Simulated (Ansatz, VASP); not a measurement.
# TlGa in two plane-wave programs, part 2 of 2

One calculation is typed for both programs; each brings its own data sets and cutoff. How far apart do they land? The cell is invented: other elements were put on sites of a known structure type. It may not be a known or stable phase. The cell is taken from a series of VASP runs on this material, whose earlier steps may have relaxed, scaled or displaced it; both programs get it as it stands.

VASP 6.6.1 and Ansatz 0.2.0.

So far: The starting structure; VASP: relaxation of cell and atoms, PBE.

## 3. Ansatz: relaxation of cell and atoms, PBE

Level of this step: Ansatz beside VASP: Kohn-Sham DFT, plane waves, PBE (Ansatz).

Ansatz runs on its default PAW (the set named soft_2) files.

The same cell, functional, mesh and smearing now go to Ansatz, which takes its cutoff from its data sets.

Input file input.yaml:

```yaml
crystal:
  lattice:
    - [3.3120599323, 0.0, 0.0]
    - [-1.6560299662, 2.8683280421, 0.0]
    - [0.0, 0.0, 5.4122317569]
  atoms:
    - { symbol: Tl, position: [0.33333333, 0.66666667, 0.5] }
    - { symbol: Ga, position: [0.0, 0.0, 0.0] }
hamiltonian:
  xc: pbe
  pseudopotentials: { kind: paw }
kpoints:
  mp_grid: { grid: [8, 8, 4] }
scf:
  occupations: { method: methfessel_paxton, width: 0.2 }
relax:
  f_tol: 0.01
  max_steps: 60
  cell: { stress_tol: 0.05 }
output:
  forces: true
  stress: true
```

Command:

```
$ ansatz run input.yaml --threads 4 --pin off --max-ram 9216MiB --backend cpu --events-out ev --progress --plain --runs-dir out
```

Numbers of over 12 decimals in the logs are rounded to 6 here.

What it wrote:

```text
Engine: ansatz 0.2.0, aarch64-unknown-linux-gnu
Pseudopotentials: kind: paw
Pseudopotential: Tl, paw, valence charge 13, recommended cutoff 420 eV (normal), Tl.paw.azcp
Pseudopotential: Ga, paw, valence charge 13, recommended cutoff 420 eV (normal), Ga.paw.azcp
Functional definition: PBE
  parameter kappa = 0.804
  parameter beta = 0.066725
  exchange = pbe_x(kappa = kappa, mu = beta*pi^2/3)
  correlation = pbe_c(beta = beta)
Crystal: 2 atoms, lattice volume = 51.417 Å³
Basis set: ecut = 420 eV, 1003 PW (Γ), exchange–correlation on 48×48×80 points (8 copies of the dense FFT grid, shifted against one another)
Bands: 17, of which v1, the nominal top of the filled ones, is band 13 counted from 1 (12 counted from 0)
Symmetry: 12 space group operations
Space group: P-6m2 (ITA 187), of the structure as read, at distance tolerance 3.7e-5 Å
k-points: 30 of 256 (time reversal used)
Non-local potential: Tl, projectors of the file, l = 0: 2, l = 1: 2, l = 2: 2, l = 3: 1
Non-local potential: Ga, projectors of the file, l = 0: 2, l = 1: 2, l = 2: 3, l = 3: 1
PAW form: soft (Blöchl's): semilocal exchange-correlation on the pseudo side does not see the compensation charge
PAW one-centre angular grid: Tl, 590 points (default); XC on 64 Gauss nodes
PAW one-centre angular grid: Ga, 590 points (default); XC on 64 Gauss nodes
Initial density: superposition of atomic densities (neutral atoms: chi_scale 0, normalization atom), corrected by the library's trained network
Initial wavefunctions: pseudopotential atomic-orbital guess
Functional: x = pbe(κ = 0.804, μ = 0.219515), c = pbe(β = 0.066725)
SCF iter   1: F=—  HF=-15226.794680 eV  |F-HF|=—  |Δ(HF+E_count)|=         —  Δρ=1.23e-3  dr2=1.23e-3  ethr=1.77e-3  ⟨swp⟩=5.3  Hψ=2427  notcnv=0
preconditioner: auto → Kerker (q_TF=auto, 2.435 Å⁻¹)  [metal: Δε(μ)=0.021 eV  Ē_g=14.915 eV  σ=0.200 eV  W_gap=0.09  n_scr=10 (ndim 8)  ℏωp=26.4 eV  f_vac=0.000  D(μ)=2.86/eV (n_scr^D=22)]
SCF iter   2: F=—  HF=-15226.793439 eV  |F-HF|=—  |Δ(HF+E_count)|=   1.24e-3  S|Δr|=    0.00e0  Δρ=7.56e-4  dr2=5.71e-4  ethr=4.72e-6  ⟨swp⟩=2.3  Hψ=920  notcnv=0
SCF iter   3: F=—  HF=-15226.793356 eV  |F-HF|=—  |Δ(HF+E_count)|=   8.32e-5  S|Δr|=    0.00e0  Δρ=1.86e-4  dr2=2.00e-5  ethr=2.20e-6  ⟨swp⟩=2.4  Hψ=764  notcnv=0
SCF iter   4: F=—  HF=-15226.793356 eV  |F-HF|=—  |Δ(HF+E_count)|=   1.67e-7  S|Δr|=    0.00e0  Δρ=1.13e-4  dr2=6.72e-6  ethr=7.70e-8  ⟨swp⟩=2.0  Hψ=874  notcnv=0
SCF iter   5: F=—  HF=-15226.793350 eV  |F-HF|=—  |Δ(HF+E_count)|=   6.22e-6  S|Δr|=    0.00e0  Δρ=4.45e-5  dr2=1.07e-6  ethr=2.58e-8  ⟨swp⟩=2.0  Hψ=896  notcnv=0
SCF iter   6: F=—  HF=-15226.793350 eV  |F-HF|=—  |Δ(HF+E_count)|=   1.66e-7  S|Δr|=    0.00e0  Δρ=1.56e-5  dr2=1.58e-7  ethr=4.13e-9  ⟨swp⟩=2.0  Hψ=726  notcnv=0
SCF iter   7: F=-15226.793350 eV  HF=-15226.793350 eV  |F-HF|=1.00e-9  |Δ(HF+E_count)|=   3.68e-8  S|Δr|=    0.00e0  Δρ=3.26e-6  dr2=8.57e-9  ethr=3.85e-10  ⟨swp⟩=4.0  Hψ=1562  notcnv=0
SCF 1 converged in 7 iterations: F = -15226.793350 eV  dr2 = 8.57e-9
  greatest PAW one-centre occupation: 0.995 electrons in one spin orbital (limit 2), on the Ga atom at site 1 (counted from 0), in its partial waves of l = 2
relax step   1: F+E_penalty+E_count = -15226.79334988 eV  Δ(F+E_penalty+E_count) = +0.000e0 eV  max|allowed force component| = 1.388e-17 eV/Å  Δτ_max = 0.0000 Å  P = +0.697 GPa  Ω = 51.417 Å³  (7 SCF iters, dr2 threshold 1.00e-7 eV, accepted)
[... from here on, the SCF cycles and remarks between the steps are left out ...]
relax step   2: F+E_penalty+E_count = -15226.79543783 eV  Δ(F+E_penalty+E_count) = -2.088e-3 eV  max|allowed force component| = 2.197e-17 eV/Å  Δτ_max = 0.0000 Å  P = +0.176 GPa  Ω = 52.262 Å³  energy of the carried Pulay correction = -2.150e-4 eV  (5 SCF iters, dr2 threshold 2.00e-7 eV, accepted)
relax step   3: F+E_penalty+E_count = -15226.79566824 eV  Δ(F+E_penalty+E_count) = -2.304e-4 eV  max|allowed force component| = 1.735e-17 eV/Å  Δτ_max = 0.0000 Å  P = -0.001 GPa  Ω = 52.577 Å³  energy of the carried Pulay correction = -2.942e-4 eV  (4 SCF iters, dr2 threshold 1.28e-7 eV, accepted)
relax step   4: F+E_penalty+E_count = -15226.79634976 eV  Δ(F+E_penalty+E_count) = -6.815e-4 eV  max|allowed force component| = 1.388e-17 eV/Å  Δτ_max = 0.0000 Å  P = -0.253 GPa  Ω = 53.084 Å³  energy of the carried Pulay correction = -4.206e-4 eV  (5 SCF iters, dr2 threshold 1.03e-7 eV, accepted)
relax step   5: F+E_penalty+E_count = -15226.82950015 eV  Δ(F+E_penalty+E_count) = -3.315e-2 eV  max|allowed force component| = 4.857e-17 eV/Å  Δτ_max = 0.0000 Å  P = -2.033 GPa  Ω = 56.018 Å³  energy of the carried Pulay correction = -1.129e-3 eV  (6 SCF iters, dr2 threshold 2.00e-7 eV, accepted)
relax step   6: F+E_penalty+E_count = -15226.84250795 eV  Δ(F+E_penalty+E_count) = -1.301e-2 eV  max|allowed force component| = 3.354e-17 eV/Å  Δτ_max = 0.0000 Å  P = -2.286 GPa  Ω = 56.386 Å³  energy of the carried Pulay correction = -1.215e-3 eV  (6 SCF iters, dr2 threshold 2.00e-7 eV, accepted)
relax step   7: F+E_penalty+E_count = -15226.86197985 eV  Δ(F+E_penalty+E_count) = -1.947e-2 eV  max|allowed force component| = 1.850e-17 eV/Å  Δτ_max = 0.0000 Å  P = +2.121 GPa  Ω = 49.202 Å³  energy of the carried Pulay correction = +5.801e-4 eV  (6 SCF iters, dr2 threshold 2.00e-7 eV, accepted)
relax step   8: F+E_penalty+E_count = -15226.88222023 eV  Δ(F+E_penalty+E_count) = -2.024e-2 eV  max|allowed force component| = 6.939e-18 eV/Å  Δτ_max = 0.0000 Å  P = +0.063 GPa  Ω = 51.687 Å³  energy of the carried Pulay correction = -6.905e-5 eV  (5 SCF iters, dr2 threshold 2.00e-7 eV, accepted)
relax step   9: F+E_penalty+E_count = -15226.88222126 eV  Δ(F+E_penalty+E_count) = -1.034e-6 eV  max|allowed force component| = 1.041e-17 eV/Å  Δτ_max = 0.0000 Å  P = +0.003 GPa  Ω = 51.779 Å³  energy of the carried Pulay correction = -9.260e-5 eV  (4 SCF iters, dr2 threshold 1.68e-8 eV, accepted)
relax step  10: F+E_penalty+E_count = -15226.88244088 eV  Δ(F+E_penalty+E_count) = -2.196e-4 eV  max|allowed force component| = 9.252e-18 eV/Å  Δτ_max = 0.0000 Å  P = -0.003 GPa  Ω = 51.779 Å³  stress off target by 1.23e-2 GPa  SCF on the basis re-selected at this cell (its energy is not comparable with the rows above)  (7 SCF iters)
basis re-selected at this cell: Δ(F+E_penalty+E_count) = -2.196e-4 eV, ΔP = -0.006 GPa vs the last step (what re-selecting the basis moved, of the pressure what is left beyond the Pulay correction that the steps carried, after the strain that the cell walked since its last selection, with what the two solves' SCF thresholds leave and, on support functions, any second-order correction that the steps lacked; it is no measure of the basis error at this ecutwfc). The dense FFT grid was sized anew with the basis: this SCF ran on 24×24×36 points, the steps before it on 24×24×40, so part of this shift can come from that change (see relax.cell in the input reference). [rest of the remark cut]
SCF converged after 7 iterations
Stability not checked: this state was not tested for a lower state beside it, because cold or Methfessel-Paxton smearing, or corrected tetrahedra, fill the levels in a way that the test cannot read (fill_not_monotonic; see scf.lower_state_search)
Free energy (F): -15226.882441 eV
Harris-Foulkes:  -15226.882441 eV  (|F-HF|=2.18e-11)
Internal energy: -15226.883465 eV  (E = F + TS)
E sigma→0 (E₀):  -15226.882697 eV
Entropy (-TS):   0.001024 eV (0.512 meV/atom)
Fermi energy:    9.120320 eV
--- Per-component energies (eV) ---
  E_band       = -53.887341
  E_kinetic    = 447.249165
  E_local      = -2828.009715  (includes V_loc(G=0)·N_el)
  E_nonlocal   = 738.386118
  E_hartree    = 1232.402523
  E_xc         = -299.473357
  E_vxc        = -199.337250  (∫ρ·V_xc dr)
  E_paw        = -12148.866948  (= ΣΔE_a)
  E_vpaw       = -676.980635  (= ΣTr[D̂ρ^β])
  E_aug_tail   = -0.000089  (compensation charges beyond the density's cutoff)
  E_ewald      = -2368.571162
  E_smearing   = 0.001024  (= −TS)
  E_closure    = 0.000000  (closes the sum)
  Σ components = -15226.882441   (vs F -15226.882441, Δ=0.00e0)
--- Forces (eV/Å), atoms counted from 1 ---
  atom   1  Tl     0.00000000     0.00000000     0.00000000
  atom   2  Ga    -0.00000000    -0.00000000    -0.00000000
  max |Σ_I F_I| component: 2.31e-18 eV/Å
--- Stress (GPa, compression-positive) ---
        0.002326       0.000000      -0.000000
       -0.000000       0.002326       0.000000
       -0.000000       0.000000      -0.012319
  P = ⅓ Tr σ = -0.0026 GPa (-0.026 kbar)
--- Relaxed structure (9 steps of the walk, 9 accepted, 1 SCFs on fresh bases) ---
  F+E_penalty+E_count = -15226.88244088 eV   max|allowed force component| = 9.252e-18 eV/Å   (the final SCF, on the basis selected at the relaxed cell)
  cell:  # Å, volume = 51.7790 Å³
    - [3.504428, 3.054411919746403e-11, -2.598290991665995e-18]
    - [-1.752214, 3.034924, 1.2991454958525603e-18]
    - [-4.2458630887178375e-18, 0, 4.868423]
  atoms:
    - { symbol: Tl, position: [0.333333, 0.666667, 0.5] }
    - { symbol: Ga, position: [-1.8503717008154194e-17, -9.251858607474673e-18, 0] }
```

Wall time 5.5 s (4 threads of Arm Neoverse V2, shared host); peak memory 0.35 GiB; 18 s of CPU time.

## 4. Side by side

Known differences besides the potentials themselves: both relaxations stop at a tolerance, which leaves soft axes loose, and VASP keeps its plane-wave basis; the cutoff is 420 eV in Ansatz and 400 eV in VASP; VASP leaves aspherical gradient terms in its spheres out (LASPH is not set), Ansatz keeps them; Ansatz adds a Pulay correction to the stress that steers its cell, VASP none. Total energies have different zeros and are not compared.

The two programs side by side:

```
                                         quantity  Ansatz   VASP  difference
                                      volume (Å³)   51.78  51.44     +0.66 %
edge a after relaxation, in the typed setting (Å)   3.504  3.492     +0.36 %
edge c after relaxation, in the typed setting (Å)   4.868  4.872     -0.07 %
```

The walks stopped with 0.00 GPa left in Ansatz and -0.03 GPa in VASP; each walk ends within a tolerance, so the volume difference is uncertain by about these residues over the bulk modulus, most in soft cells.

## 5. Outcome

```
difference in volume (relaxation of cell and atoms, PBE) : 0.66 %
```

**Reading.** The difference in volume is 0.66 % (relaxation of cell and atoms, PBE), within the 1.2 % picked in this series as the mark of a large difference, as far as the stopping tolerances let one tell. How closely two codes agree says nothing of how well the functional describes the real material.

[Lines on the potential files, build, host, timing and source positions are cut from VASP's logs without a mark.]

[Logs are printed without paths, hosts, clocks, repeated set-up lines and the standing remarks that a program may print on its own settings, such as how far it seeks lower states.]

[Hosts, paths, dates, database ids (printed as entryN), source tags and the programs' standing remarks are cut or masked in the printed files.]
